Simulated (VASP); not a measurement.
# Zr (Zirconium): the relaxed cell at several levels

Aim: relax Zr (Zirconium) at several levels and hold each cell against experiment. The levels: LDA, PBEsol, PBE, r2SCAN, PBE + D3(BJ), r2SCAN + rVV10, r2SCAN + D4 and rev-vdW-DF2. LASPH is on for some levels and off for others; the table marks which. The start is a cell from a database of measured crystal structures.

Program: VASP 6.6.1. Level of theory: LDA; plane waves and PAW (Zr_sv), in the first sound run; inputs show where later runs differ. Results are calculated unless marked as measured.

The experiments to compare with:

For Zr, hexagonal close-packed (alpha) (commercial-grade powder, deuterated, multiphase, after 286 C anneal, 300 K), “The preparation of Zr-deuteride and phase stability studies of the Zr-D system” (2017, arxiv:1701.02117) gives, by neutron powder diffraction, Rietveld: lattice constant a (a of alpha-Zr after heat treatment) 3.2349 ± 0.0003 Å [alpha-Zr in a multiphase deuterated commercial-grade powder; may contain dissolved …]; lattice constant c (c of alpha-Zr after heat treatment) 5.1512 ± 0.0001 Å [alpha-Zr in a multiphase deuterated commercial-grade powder; may contain dissolved …].

## 1. The starting structure

Before any relaxation, the start is as follows. The structure is hexagonal, space group P6_3/mmc (No. 194). The conventional cell has a = 3.232 Å, b = 3.232 Å, c = 5.147 Å, α = 90.00°, β = 90.00°, γ = 120.00°. Nearest to Zr lie 12 Zr at 3.18 to 3.23 Å.

## 2. Relaxation with LDA

Properties are meant for the cell that this level of theory prefers, so cell and atoms are relaxed first (ISIF = 3) until forces and stress are small; EDIFFG sets the threshold. LDA, the lowest rung, knows the local density alone.

INCAR

```
SYSTEM = Zr
PREC = Accurate
ENCUT = 520
EDIFF = 1E-06
NELM = 100
ISMEAR = -1
SIGMA = 0.05
LREAL = .FALSE.
ALGO = Normal
GGA = CA
NBANDS = 18
LORBIT = 11
LWAVE = .FALSE.
LCHARG = .FALSE.
KPAR = 2
IBRION = 2
NSW = 60
ISIF = 3
EDIFFG = -0.01
```

POSCAR

```
Zr
1.0
    3.2320000000      0.0000000000      0.0000000000
   -1.6160000000      2.7989941050      0.0000000000
    0.0000000000      0.0000000000      5.1470000000
Zr
2
Direct
    0.3333333333      0.6666666667      0.2500000000
    0.6666666667      0.3333333333      0.7500000000
```

KPOINTS

```
Automatic mesh
0
Gamma
8 8 5
0 0 0
```

The projector-augmented-wave data sets are Zr_sv (PBE family, release 64).

Started as:

```sh
> mpirun -np 2 vasp_std
```

The log of the run:

```text
[banner, memory and clock lines left out]
running    2 mpi-ranks, on    1 nodes
 distrk:  each k-point on    1 cores,    2 groups
 distr:  one band on    1 cores,    1 groups

 POSCAR found type information on POSCAR Zr
 POSCAR found :  1 types and       2 ions
|                                                                             |
|               ----> ADVICE to this user running VASP <----                  |
|                                                                             |
|     You enforced a specific xc type in the INCAR file but a different       |
|     [... a line on the potential file left out ...]
|     I HOPE YOU KNOW WHAT YOU ARE DOING!                                     |
|                                                                             |

 LDA part: xc-table for (Slater(with rela. corr.)+CA(PZ))
 , standard interpolation
 POSCAR, INCAR and KPOINTS ok, starting setup
 FFT: planning ... GRIDC
 FFT: planning ... GRID_SOFT
 FFT: planning ... GRID
 WAVECAR not read
 entering main loop
       N       E                     dE             d eps       ncg     rms          rms(c)
DAV:   1     0.205218529442E+03    0.20522E+03   -0.13251E+04  1080   0.132E+03
DAV:   2    -0.394674143262E+01   -0.20917E+03   -0.20565E+03  1284   0.376E+02
DAV:   3    -0.191405428126E+02   -0.15194E+02   -0.14959E+02  1916   0.714E+01
DAV:   4    -0.195011072484E+02   -0.36056E+00   -0.36034E+00  1276   0.118E+01
DAV:   5    -0.195115146309E+02   -0.10407E-01   -0.10402E-01  1678   0.138E+00    0.157E+01
DAV:   6    -0.187623872897E+02    0.74913E+00   -0.11205E+00  1164   0.799E+00    0.612E+00
DAV:   7    -0.186096379890E+02    0.15275E+00   -0.68972E-01  1564   0.533E+00    0.114E+00
DAV:   8    -0.186112244419E+02   -0.15865E-02   -0.35398E-02  1466   0.151E+00    0.291E-01
DAV:   9    -0.186114710161E+02   -0.24657E-03   -0.17109E-03  1402   0.364E-01    0.301E-02
DAV:  10    -0.186114606231E+02    0.10393E-04   -0.57587E-05  1512   0.431E-02    0.264E-02
DAV:  11    -0.186114632311E+02   -0.26080E-05   -0.10317E-05  1206   0.374E-02    0.214E-03
DAV:  12    -0.186114631568E+02    0.74215E-07   -0.35701E-07   676   0.451E-03
   1 F= -.18611463E+02 E0= -.18602486E+02  d E =-.186115E+02
 curvature:   0.00 expect dE= 0.000E+00 dE for cont linesearch  0.000E+00
 trial: gam= 0.00000 g(F)=  0.622E-47 g(S)=  0.202E+00 ort = 0.000E+00 (trialstep = 0.100E+01)
 search vector abs. value=  0.202E+00
 bond charge predicted
       N       E                     dE             d eps       ncg     rms          rms(c)
DAV:   1    -0.218496052863E+02   -0.32381E+01   -0.10337E+02  1280   0.944E+01    0.206E+01
DAV:   2    -0.189506630488E+02    0.28989E+01   -0.77956E+00  1112   0.248E+01    0.530E+00
DAV:   3    -0.184645644712E+02    0.48610E+00   -0.32677E+00  1556   0.122E+01    0.380E+00
DAV:   4    -0.185526542910E+02   -0.88090E-01   -0.24798E-01  1552   0.203E+00    0.155E+00
DAV:   5    -0.186113783839E+02   -0.58724E-01   -0.23066E-01  1578   0.244E+00    0.447E-01
DAV:   6    -0.186102201345E+02    0.11582E-02   -0.74268E-03  1396   0.639E-01    0.174E-01
DAV:   7    -0.186103815876E+02   -0.16145E-03   -0.81731E-04  1604   0.259E-01    0.321E-02
DAV:   8    -0.186103677550E+02    0.13833E-04   -0.24288E-05  1154   0.531E-02    0.103E-02
DAV:   9    -0.186103744313E+02   -0.66764E-05   -0.79323E-06  1384   0.205E-02    0.257E-03
DAV:  10    -0.186103744295E+02    0.18358E-08   -0.34940E-07   576   0.435E-03
   2 F= -.18610374E+02 E0= -.18600710E+02  d E =0.108873E-02
[...]
3 F= -.18663922E+02 E0= -.18654670E+02  d E =-.524593E-01
[...]
4 F= -.18663922E+02 E0= -.18654655E+02  d E =-.524589E-01
[...]
5 F= -.18665825E+02 E0= -.18656820E+02  d E =-.190300E-02
[...]
6 F= -.18666463E+02 E0= -.18657806E+02  d E =-.254074E-02
 curvature:  -0.92 expect dE=-0.124E-04 dE for cont linesearch -0.262E-05
 ZBRENT: extrapolating
 opt :   1.7931  next Energy=   -18.666465 (dE=-0.254E-02)
 bond charge predicted
       N       E                     dE             d eps       ncg     rms          rms(c)
DAV:   1    -0.186665074932E+02   -0.45293E-04   -0.23649E-03  1080   0.418E-01    0.358E-02
DAV:   2    -0.186664751141E+02    0.32379E-04   -0.73505E-05  1178   0.615E-02    0.162E-02
DAV:   3    -0.186664666927E+02    0.84214E-05   -0.30409E-05  1304   0.362E-02    0.265E-03
DAV:   4    -0.186664667360E+02   -0.43313E-07   -0.41223E-07   630   0.597E-03
   7 F= -.18666467E+02 E0= -.18657837E+02  d E =-.254464E-02
 curvature:  -0.92 expect dE=-0.106E-04 dE for cont linesearch -0.378E-06
 trial: gam=-0.02041 g(F)=  0.449E-47 g(S)=  0.116E-04 ort = 0.344E-04 (trialstep = 0.108E+01)
 search vector abs. value=  0.114E-04
 reached required accuracy - stopping structural energy minimisation
```

The job ended after 14 s (2 MPI ranks of Intel Xeon 6975P-C (Granite Rapids), shared host; peak memory 0.29 GiB).

Lines that name or quote the potential files are left out of all logs, and their timing lines are given in words.

From OUTCAR (step 2):

```text
ion  position               nearest neighbor table
   1  0.333  0.667  0.250-   2 3.18   2 3.18   2 3.18   2 3.18   2 3.18   2 3.18
   2  0.667  0.333  0.750-   1 3.18   1 3.18   1 3.18   1 3.18   1 3.18   1 3.18

  LATTYP: Found a hexagonal cell.
 ALAT       =     3.2320000000
 C/A-ratio  =     1.5925123762

 Subroutine GETGRP returns: Found 24 space group operations
 (whereof 12 operations were pure point group operations)

The static configuration has the point symmetry D_3d.
 The point group associated with its full space group is D_6h.

 Found     30 irreducible k-points:

   k-points           NKPTS =     30   k-points in BZ     NKDIM =     30   number of bands    NBANDS=     18

   dimension x,y,z NGX =    24 NGY =   24 NGZ =   40
   dimension x,y,z NGXF=    48 NGYF=   48 NGZF=   80

   ENCUT  =  520.0 eV  38.22 Ry    6.18 a.u.   6.01  6.01  9.57*2*pi/ulx,y,z

   NELECT =      24.0000    total number of electrons

 k-points in reciprocal lattice and weights: Automatic mesh
   0.00000000  0.00000000  0.00000000       0.003
   0.12500000  0.00000000  0.00000000       0.019
   0.25000000  0.00000000  0.00000000       0.019
   0.37500000  0.00000000  0.00000000       0.019
   0.50000000  0.00000000  0.00000000       0.009
   0.12500000  0.12500000  0.00000000       0.019
   0.25000000  0.12500000  0.00000000       0.038
   0.37500000  0.12500000  0.00000000       0.038
   0.25000000  0.25000000  0.00000000       0.019
[...]
0.25000000  0.25000000  0.40000000       0.038
   0.37500000  0.25000000  0.40000000       0.038

 average (electrostatic) potential at core
       1 -73.4757       2 -73.4757

 E-fermi :   9.4582

 k-point     1 :       0.0000    0.0000    0.0000
  band No.  band energies     occupation
    ...
      6     -16.5438      2.00000
      7     -16.5160      2.00000
      8     -16.5160      2.00000
      9       3.7309      2.00000
     10       6.2435      2.00000
     11      10.2624      0.00000
     12      10.3292      0.00000
     13      10.3292      0.00000
     14      10.7925      0.00000
     15      11.0293      0.00000
    ...

 k-point     2 :       0.1250    0.0000    0.0000
  band No.  band energies     occupation
    ...
      7     -16.5658      2.00000
      8     -16.5357      2.00000
      9       4.2002      2.00000
     10       6.6730      2.00000
     11       9.5122      0.50648
     12       9.9064      0.00026
     13      10.5902      0.00000
     14      10.7763      0.00000
     15      10.9406      0.00000
     16      11.3993      0.00000
    ...

 k-point     3 :       0.2500    0.0000    0.0000
  band No.  band energies     occupation
    ...
      8     -16.5876      2.00000
      9       5.3648      2.00000
     10       7.3163      2.00000
     11       8.4771      2.00000
     12       8.9275      1.99995
     13      10.0469      0.00002
     14      10.7770      0.00000
     15      10.7952      0.00000
     16      11.9687      0.00000
     17      12.0436      0.00000
    ...

  Total        0.0104314      0.0104314      0.0161852      0.0000000      0.0000000      0.0000000
  in kB        0.3823870      0.3823870      0.5933078      0.0000000      0.0000000      0.0000000
  external PRESSURE =       0.4526939 kB  Pullay stress =       0.0000000 kB

  energy-cutoff  :      520.00
  volume of cell :       43.71
      direct lattice vectors                 reciprocal lattice vectors
     3.141056233  0.000000000  0.000000000     0.318364246  0.183807683 -0.000000000
    -1.570528116  2.720234492  0.000000000    -0.000000000  0.367615367 -0.000000000
     0.000000000  0.000000000  5.115256485     0.000000000 -0.000000000  0.195493619

 POSITION                                       TOTAL-FORCE (eV/Angst)
 -----------------------------------------------------------------------------------
     -0.00000      1.81349      1.27881        -0.000000      0.000000      0.000000
      1.57053      0.90674      3.83644         0.000000     -0.000000      0.000000
 -----------------------------------------------------------------------------------
    total drift:                               -0.000000      0.000000     -0.000000

  FREE ENERGIE OF THE ION-ELECTRON SYSTEM (eV)
  ---------------------------------------------------
  free  energy   TOTEN  =       -18.6664667360 eV

  energy  without entropy=      -18.6492075773  energy(sigma->0) =      -18.65783716

 reached required accuracy - stopping structural energy minimisation

 total charge
# of ion       s       p       d       tot
------------------------------------------
    1        2.248   5.953   1.720   9.922
    2        2.248   5.953   1.720   9.922
--------------------------------------------------
tot          4.497  11.906   3.440  19.843

[... 3 further parts left out ...]
```

The k-mesh is coarse for a metal. The PAW data sets were made with PBE, though LDA sets exist; this is a small mismatch. The run keeps the 24 symmetry operations of its start, so it cannot find a distortion of lower symmetry.

The steps of the relaxation:

```
step  energy less that of the first step (eV)  largest force (eV/Å)  pressure (GPa)  volume (Å³)
   1                                   0.0000                0.0000           -5.73        46.56
   2                                   0.0011                0.0000            7.00        41.17
   3                                  -0.0525                0.0000            0.01        43.80
   4                                  -0.0525                0.0000            0.13        43.74
   5                                  -0.0544                0.0000            0.08        43.73
   6                                  -0.0550                0.0000            0.04        43.71
   7                                  -0.0550                0.0000            0.05        43.71
```

| conventional cell, symmetrised | before | after | change |
| --- | --- | --- | --- |
| a (Å) | 3.232 | 3.141 | -2.8 % |
| b (Å) | 3.232 | 3.141 | -2.8 % |
| c (Å) | 5.147 | 5.115 | -0.6 % |
| volume (Å³/atom) | 23.28 | 21.85 | -6.1 % |

Final coordinates:

```xyz
2
Lattice="3.1411 0.0000 0.0000 -1.5705 2.7202 0.0000 0.0000 0.0000 5.1153" Properties=species:S:1:pos:R:3 pbc="T T T"
Zr    0.0000    1.8135    1.2788
Zr    1.5705    0.9067    3.8364
```

This step gave:

| Item | Value |
| --- | --- |
| electrons | 24 |
| bands | 18 |
| irreducible k-points | 30 |
| symmetry operations | 24 |
| free energy (TOTEN) | -18.67 eV |
| energy at zero smearing | -18.66 eV |
| Fermi energy | 9.458 eV |
| pressure | 0.04527 GPa |
| metallic | yes |
| SCF cycles over all ionic steps | 51 |

It ends with forces that vanish by symmetry and a pressure of 0.05 GPa. The volume lies -6.1 % from that of the database's start, which holds the thermal and zero-point expansion of its experiment. LDA is known to overbind. The conventional cell has a = 3.141 and c = 5.115 Å.

[end of part 1 of 3]

[Lines on the potential files, build, host, timing and source positions are cut from VASP's logs without a mark.]

[Logs are printed without paths, hosts, clocks, repeated set-up lines and the standing remarks that a program may print on its own settings, such as how far it seeks lower states.]

[Hosts, paths, dates, database ids (printed as entryN), source tags and the programs' standing remarks are cut or masked in the printed files.]

[A measured line is paired with the nearest computed mode of its activity, which favours agreement.]
